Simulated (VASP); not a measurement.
An input for Quantum ESPRESSO's pw.x (written as the equivalent of a VASP run, and not itself run):

```
&CONTROL
  calculation = 'scf'
  pseudo_dir = './pseudo'
  outdir = './out'
  tprnfor = .true.
  tstress = .true.
/
&SYSTEM
  ibrav = 0
  nat = 4
  ntyp = 2
  ecutwfc = 92
  occupations = 'smearing'
  smearing = 'gaussian'
  degauss = 0.0147
  input_dft = 'pbe'
/
&ELECTRONS
  conv_thr = 7.3e-08
  electron_maxstep = 100
/
ATOMIC_SPECIES
  Cu 63.546 Cu.upf
  N 14.007 N.upf
CELL_PARAMETERS angstrom
     3.8147100    0.0000000    0.0000000
     0.0000000    3.8147100    0.0000000
     0.0000000    0.0000000    3.8147100
ATOMIC_POSITIONS crystal
  Cu   0.0059810 -0.0156960  0.4972280
  Cu   0.4974100  0.0179540  0.0051670
  Cu  -0.0140420  0.5187560 -0.0118780
  N    0.0106510 -0.0210140  0.0094830
K_POINTS automatic
  6 6 6 0 0 0
```

Q: Translate this input to VASP (INCAR, KPOINTS, POSCAR, choice of POTCAR).

A: Several could match; the one computed here: 
POSCAR:
```
Cu3N
1
    3.8147100000     0.0000000000     0.0000000000
    0.0000000000     3.8147100000     0.0000000000
    0.0000000000     0.0000000000     3.8147100000
Cu N
3 1
Direct
  0.0059810000  -0.0156960000   0.4972280000
  0.4974100000   0.0179540000   0.0051670000
 -0.0140420000   0.5187560000  -0.0118780000
  0.0106510000  -0.0210140000   0.0094830000
```

KPOINTS:
```
Automatic mesh
0
Gamma
6 6 6
0 0 0
```

### INCAR
```
SYSTEM = Cu3N
PREC = Accurate
ENCUT = 400
EDIFF = 1E-6
NELM = 100
ALGO = Normal
LREAL = .FALSE.
LASPH = .TRUE.
ISMEAR = 0
SIGMA = 0.2
GGA = PE
LMAXMIX = 4
LWAVE = .FALSE.
LCHARG = .FALSE.
ISIF = 2
```

POTCAR, in this order: Cu N (PBE.64 set). Program: vasp_std.

Limits of the translation: the potentials are each code's own (VASP's PAW set, PseudoDojo norm-conserving files in pw.x), so ENCUT and ecutwfc are chosen apart and not converted; conv_thr bounds pw.x's estimated SCF error, while EDIFF bounds the energy change between steps.

The structure comes from a computed database's Cu3N entry; how it stands against other phases isn't given here. The cell was not relaxed at this level.
